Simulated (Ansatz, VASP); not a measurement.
# Cross-check of Sn between VASP and Ansatz

One calculation is typed for both programs; each brings its own data sets. How far apart do they land? The structure shown is the end of the Ansatz relaxation below.

Program: Ansatz 0.2.0. Level of theory: plane waves, with VASP 6.6.1 beside it; r2SCAN. Results are calculated unless marked as measured.

### Step 1. The structure

The structure is cubic, space group Fd-3m (No. 227). Conventional cell: a = 6.341 Å, b = 6.341 Å, c = 6.341 Å, α = 90.00°, β = 90.00°, γ = 90.00°. Nearest to Sn lie 4 Sn at 2.75 Å. That group holds within 0.01 Å; judged at 0.001 Å it is R-3m (No. 166).

### Step 2. Ansatz: relaxation, r2SCAN

Ansatz runs on its PAW soft_1 files.

This run makes the geometry at which the two programs are then compared.

input.yaml reads:

```yaml
crystal:
  lattice:
    - [-0.000904167, 3.1701513049, 3.1701513049]
    - [3.1701513049, -0.000904167, 3.1701513049]
    - [3.1701513049, 3.1701513049, -0.000904167]
  atoms:
    - { symbol: Sn, position: [0.4999523388, 0.4999523388, 0.4999523388] }
    - { symbol: Sn, position: [0.7500476612, 0.7500476612, 0.7500476612] }
kpoints:
  mp_grid: { grid: [12, 12, 12], shift: [0.5, 0.5, 0.5] }
hamiltonian:
  xc: r2scan
  pseudopotentials: { kind: paw, azcp: { folder: soft_1 } }
scf:
  occupations: { method: gaussian, width: 0.015 }
output:
  forces: true
  stress: true
  eigenvalues: true
relax:
  adjacent_minimum: "off"
  f_tol: 0.001
  max_steps: 60
  cell: { stress_tol: 0.01, fix: [volume] }
```

Launch:

```sh
$ ansatz run input.yaml --threads 4 --pin off --max-ram 10240MiB --backend cpu --events-out ev --progress --plain --runs-dir out
```

Numbers of over 12 decimals in the logs are rounded to 6 here.

Output:

```text
Engine: ansatz 0.2.0, x86_64-unknown-linux-gnu
Pseudopotentials: kind: paw
Pseudopotential: Sn, paw, valence charge 14, recommended cutoff 500 eV (meta_gga), soft_1/Sn.paw.azcp
Functional definition: r2SCAN
  parameter k0 = 0.174
  parameter k1 = 0.065
  parameter a1 = 4.9479
  exchange = r2scan_x(k0 = k0, k1 = k1, a1 = a1)
  correlation = r2scan_c
Crystal: 2 atoms, lattice volume = 63.746 Å³
Basis set: ecut = 500 eV, 1639 PW (Γ), exchange–correlation on 144×144×144 points (64 copies of the dense FFT grid, shifted against one another)
Bands: 18, of which v1, the nominal top of the filled ones, is band 14 counted from 1 (13 counted from 0)
Symmetry: 12 space group operations
Space group: R-3m (ITA 166), of the structure as read, at distance tolerance 4.0e-5 Å
k-points: 182 of 1728
Non-local potential: Sn, projectors of the file, l = 0: 2, l = 1: 2, l = 2: 2, l = 3: 1
PAW form: soft (Blöchl's): semilocal exchange-correlation on the pseudo side does not see the compensation charge
PAW frozen core: Sn, regenerated for the run's functional (the file was generated under x = pbe(κ = 0.804, μ = 0.219515), c = pbe(β = 0.066725))
PAW one-centre angular grid: Sn, 590 points (default); XC on 160 Gauss nodes
Initial density: superposition of atomic densities (chi_scale 0.1, normalization cell)
Initial wavefunctions: pseudopotential atomic-orbital guess
Functional: x = r2scan, c = r2scan; τ floored in thin density (d = 2e-4 eV/Å³)
iter 1 solved again at ethr=1.28e-3 eV; its pass at ethr=3.10e-3 eV (dr2=3.57e-1 eV) is discarded
SCF iter   1: F=—  HF=-12077.215737 eV  |F-HF|=—  |Δ(HF+E_count)|=         —  Δρ=2.42e-2  dr2=3.60e-1  dr2_τ=6.45e-3  ethr=1.28e-3  ⟨swp⟩=1.0  Hψ=22839  notcnv=0
preconditioner: auto → none  [insulator: Δε(μ)=0.284 eV  Ē_g=21.239 eV  σ=0.015 eV  W_gap=1.00  n_scr=14 (ndim 8)  ℏωp=24.6 eV  f_vac=0.000  D(μ)=0.00/eV (n_scr^D=0)  ε∞_Penn≈2.3]
SCF iter   2: F=—  HF=-12077.273002 eV  |F-HF|=—  |Δ(HF+E_count)|=   5.73e-2  Δρ=1.23e-2  dr2=7.93e-2  dr2_τ=8.95e-4  ethr=1.28e-3  ⟨swp⟩=2.0  Hψ=4004  notcnv=0
SCF iter   3: F=—  HF=-12077.293775 eV  |F-HF|=—  |Δ(HF+E_count)|=   2.08e-2  Δρ=9.31e-4  dr2=1.84e-4  dr2_τ=1.46e-5  ethr=2.83e-4  ⟨swp⟩=3.0  Hψ=6487  notcnv=0
SCF iter   4: F=—  HF=-12077.293984 eV  |F-HF|=—  |Δ(HF+E_count)|=   2.09e-4  Δρ=1.31e-4  dr2=6.47e-6  dr2_τ=1.08e-7  ethr=6.58e-7  ⟨swp⟩=3.0  Hψ=6522  notcnv=0
SCF iter   5: F=—  HF=-12077.293987 eV  |F-HF|=—  |Δ(HF+E_count)|=   3.39e-6  Δρ=4.66e-5  dr2=9.12e-7  dr2_τ=1.75e-8  ethr=2.31e-8  ⟨swp⟩=2.0  Hψ=5824  notcnv=0
SCF iter   6: F=-12077.293987 eV  HF=-12077.293987 eV  |F-HF|=7.74e-9  |Δ(HF+E_count)|=   3.75e-7  Δρ=3.93e-6  dr2=3.34e-9  dr2_τ=9.45e-11  ethr=3.57e-10  ⟨swp⟩=4.7  Hψ=16544  notcnv=0
SCF 1 converged in 6 iterations: F = -12077.293987 eV  dr2 = 3.34e-9
  greatest PAW one-centre occupation: 0.989 electrons in one spin orbital (limit 2), on the Sn atom at site 1 (counted from 0), in its partial waves of l = 2
relax step   1: F+E_penalty+E_count = -12077.29398701 eV  Δ(F+E_penalty+E_count) = +0.000e0 eV  max|allowed force component| = 8.616e-4 eV/Å  Δτ_max = 0.0000 Å  P = +5.833 GPa  Ω = 63.746 Å³  fix = [volume]  reactions: volume +5.833 GPa  (6 SCF iters, dr2 threshold 1.00e-7 eV, accepted)
Initial density: handed on by an earlier stage of this run
Initial wavefunctions: pseudopotential atomic-orbital guess (no wavefunctions were taken with the density)
iter 1 solved again at ethr=2.03e-7 eV; its pass at ethr=3.10e-3 eV (dr2=5.68e-5 eV) is discarded
SCF iter   1: F=—  HF=-12077.293987 eV  |F-HF|=—  |Δ(HF+E_count)|=         —  Δρ=3.92e-6  dr2=3.26e-9  dr2_τ=9.21e-11  ethr=2.03e-7  ⟨swp⟩=3.6  Hψ=28313  notcnv=0
eigensolver tolerance schedule: the retry pair's looser diagonalisation over-reported the residual by 17413.37 of it (diagonalisation noise at an unbounded share of the residual, at the tolerance the schedule requests for it); recorded, not acted on — ethr = c·dr2/N_el stays at c = 1.0e-1
preconditioner: auto → none  [insulator: Δε(μ)=0.354 eV  Ē_g=21.244 eV  σ=0.015 eV  W_gap=1.00  n_scr=14 (ndim 8)  ℏωp=24.6 eV  f_vac=0.072  D(μ)=0.00/eV (n_scr^D=0)  ε∞_Penn≈2.3]
SCF iter   2: F=—  HF=-12077.293987 eV  |F-HF|=—  |Δ(HF+E_count)|=   1.65e-7  Δρ=2.16e-6  dr2=9.85e-10  dr2_τ=4.71e-11  ethr=1.16e-11  ⟨swp⟩=2.8  Hψ=6768  notcnv=0
SCF iter   3: F=—  HF=-12077.293987 eV  |F-HF|=—  |Δ(HF+E_count)|=   2.76e-9  Δρ=5.07e-7  dr2=1.54e-10  dr2_τ=7.00e-12  ethr=3.52e-12  ⟨swp⟩=2.0  Hψ=5824  notcnv=0
SCF iter   4: F=—  HF=-12077.293987 eV  |F-HF|=—  |Δ(HF+E_count)|=  9.46e-11  Δρ=1.57e-7  dr2=1.11e-11  dr2_τ=7.44e-13  ethr=5.51e-13 (applied; sched 1.00e-12)  ⟨swp⟩=2.0  Hψ=5824  notcnv=0
SCF iter   5: F=-12077.293987 eV  HF=-12077.293987 eV  |F-HF|=1.09e-11  |Δ(HF+E_count)|=  3.64e-12  Δρ=3.05e-8  dr2=4.37e-13  dr2_τ=3.95e-14  ethr=1.00e-12  ⟨swp⟩=4.0  Hψ=15638  notcnv=0
SCF 2 converged in 5 iterations: F = -12077.293987 eV  dr2 = 4.37e-13
relax step   2: F+E_penalty+E_count = -12077.29398701 eV  Δ(F+E_penalty+E_count) = -9.641e-10 eV  max|allowed force component| = 8.609e-4 eV/Å  Δτ_max = 0.0000 Å  P = +5.834 GPa  Ω = 63.746 Å³  fix = [volume]  reactions: volume +5.834 GPa  stress off target by 6.01e-3 GPa on what of the cell is left free  SCF on the basis re-selected at this cell (its energy is not comparable with the rows above)  (5 SCF iters)
basis re-selected at this cell: Δ(F+E_penalty+E_count) = -9.641e-10 eV, ΔP = +0.000 GPa vs the last step (what re-selecting the basis moved, of the pressure what is left beyond the Pulay correction that the steps carried, after the strain that the cell walked since its last selection, with what the two solves' SCF thresholds leave and, on support functions, any second-order correction that the steps lacked; it is no  [...]
SCF converged after 5 iterations
Free energy (F): -12077.293987 eV
Harris-Foulkes:  -12077.293987 eV  (|F-HF|=1.09e-11)
Internal energy: -12077.293987 eV  (E = F + TS)
E sigma→0 (E₀):  -12077.293987 eV
Fermi energy:    8.888731 eV
--- Per-component energies (eV) ---
  E_band       = -243.466899
  E_kinetic    = 337.200032
  E_local      = -2531.913485  (includes V_loc(G=0)·N_el)
  E_nonlocal   = 289.621454
  E_hartree    = 1245.574649
  E_xc         = -230.662101
  E_vxc        = -170.542916  (∫ρ·V_xc dr)
  E_paw        = -8791.040822  (= ΣΔE_a)
  E_vpaw       = -670.095168  (= ΣTr[D̂ρ^β])
  E_aug_tail   = 0.000197  (compensation charges beyond the density's cutoff)
  E_vtau       = 11.113654  (kinetic-family band-sum trace: ∫τ·v_τ [+ j·A + Jᵃ·Aᵃ] dr)
  E_ewald      = -2397.544554
  E_core_change = 1.470642  (= ΣΔE_core)
  E_smearing   = -0.000000  (= −TS)
  E_closure    = 0.000000  (closes the sum)
  Σ components = -12077.293987   (vs F -12077.293987, Δ=0.00e0)
--- Forces (eV/Å), atoms counted from 1 ---
  atom   1  Sn     0.00086085     0.00086085     0.00086085
  atom   2  Sn    -0.00086085    -0.00086085    -0.00086085
  max |Σ_I F_I| component: 9.22e-18 eV/Å
--- Stress (GPa, compression-positive) ---
        5.833517       0.003003       0.003003
        0.003003       5.833517       0.003003
        0.003003       0.003003       5.833517
  P = ⅓ Tr σ = 5.8335 GPa (58.335 kbar)
--- Band table (eV; the first three rows and the last of 182) ---
  k-point 0: bands = [... 10 lower, -2.8666, 8.1474, 8.7116, 8.7116, 9.3969, 11.0286, 11.0286, 11.0686]
  k-point 1: bands = [... 10 lower, -2.7650, 7.0603, 8.2575, 8.6319, 9.8779, 11.1360, 11.2748, 11.7593]
  k-point 2: bands = [... 10 lower, -2.5147, 5.6201, 7.8395, 8.3109, 9.8164, 11.5276, 11.8100, 12.8483]
  k-point 181: bands = [... 10 lower, -0.9503, 1.8745, 6.7052, 7.2601, 9.6721, 12.0260, 12.3654, 15.0121]
--- Relaxed structure (1 steps of the walk, 1 accepted, 1 SCFs on fresh bases) ---
  F+E_penalty+E_count = -12077.29398701 eV   max|allowed force component| = 8.609e-4 eV/Å   (the final SCF, on the basis selected at the relaxed cell)
  cell:  # Å, volume = 63.7464 Å³
    - [-0.000904167, 3.1701513049, 3.1701513049]
    - [3.1701513049, -0.000904167, 3.1701513049]
    - [3.1701513049, 3.1701513049, -0.000904167]
  atoms:
    - { symbol: Sn, position: [0.499952, 0.499952, 0.499952] }
    - { symbol: Sn, position: [0.7500476612, 0.7500476612, 0.7500476612] }
```

(Part 1 of 4 ends here.)

[Lines on the potential files, build, host, timing and source positions are cut from VASP's logs without a mark.]

[Logs are printed without paths, hosts, clocks, repeated set-up lines and the standing remarks that a program may print on its own settings, such as how far it seeks lower states.]

[Hosts, paths, dates, database ids (printed as entryN), source tags and the programs' standing remarks are cut or masked in the printed files.]
